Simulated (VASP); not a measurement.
Data:

```
CELL_PARAMETERS angstrom
     -1.66632     1.66632     1.66632
      1.66632    -1.66632     1.66632
      1.66632     1.66632    -1.66632
ATOMIC_POSITIONS crystal
  Ta 0.00000 0.00000 0.00000
```

Computed with revPBE GGA, VASP's PBE PAW potentials (set 64) (plane waves; VASP). Run with 520 eV cut-off, 17×17×17 Γ-centred mesh, tetrahedra with Blöchl corrections, potentials Ta_pv.

Unless said otherwise, spin-orbit coupling is left out, though it shifts the bands of the heavy elements here.

Question: Estimate the energy per atom (σ→0), band gap (on the k-mesh) with the smallest direct gap where there is one.

Answer: 
```json
{
 "band gap (on the k-mesh)": "none (metal, semimetal or under 0.01 eV)",
 "energy per atom (σ→0)": "-11.414 eV/atom"
}
```

The absolute energy has meaning only against runs of the same code, potentials and settings.

The compound is Ta in the bcc structure. It was relaxed first.
